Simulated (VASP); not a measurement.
Input for VASP

KPOINTS:
```
Automatic mesh
0
gamma
  10 10 10
```

### POSCAR
```
HgSe
1
    0.0000000000     3.0716953941     3.0716953941
    3.0716953941     0.0000000000     3.0716953941
    3.0716953941     3.0716953941     0.0000000000
Hg Se
1 1
Direct
  0.0000000000   0.0000000000   0.0000000000
  0.2500000000   0.2500000000   0.2500000000
```

**INCAR**
```
# general
SYSTEM  = HgSe
PREC    = Accurate
ENCUT   = 480
LREAL   = .False.   # projection in real space or not
LASPH   = .True.   # aspherical one-centre terms

# electronic loop
EDIFF   = 1E-7   # SCF stop (eV)
NELM    = 100   # most electronic steps
ALGO    = Normal
LMAXMIX = 6

# smearing
ISMEAR  = 1   # Methfessel-Paxton
SIGMA   = 0.1

# functional
GGA     = PS   # PBEsol

# ions
IBRION  = 2   # conjugate gradients
NSW     = 40   # most ionic steps
ISIF    = 3   # ions, shape and volume
EDIFFG  = -0.01
PSTRESS = 10

# output
LWAVE   = .False.
LCHARG  = .False.
```

POTCAR, in this order: Hg Se (PBE.64 set). Program: vasp_std.

Translate this PBEsol calculation to Ansatz.

One equivalent input (not run):
Ansatz 0.2 input:
```yaml
crystal:
  lattice:
    - [0.0000000, 3.0716954, 3.0716954]
    - [3.0716954, 0.0000000, 3.0716954]
    - [3.0716954, 3.0716954, 0.0000000]
  atoms:
    - { symbol: Hg, position: [0.0000000, 0.0000000, 0.0000000] }
    - { symbol: Se, position: [0.2500000, 0.2500000, 0.2500000] }
kpoints:
  mp_grid: { grid: [10, 10, 10] }
hamiltonian:
  xc: pbesol
  pseudopotentials: { kind: paw }
scf:
  occupations: { method: methfessel_paxton, width: 0.1 }
  max_iter: 100
relax:
  max_steps: 40
  f_tol: 0.01
  cell: { p_target: 1 }
output: { forces: true, stress: true, eigenvalues: true }
```
What does not carry over: each code has its own PAW files, so the cut-off isn't converted (ENCUT is set for VASP's; basis.ecutwfc is left out, and Ansatz then takes the one that its files recommend); Ansatz stops its SCF on the density residual and VASP on the energy change (EDIFF).

The compound is HgSe in the zinc blende structure. This run relaxes it under an external pressure of 1 GPa. Symmetry was kept, so distortions that lower it aren't found.
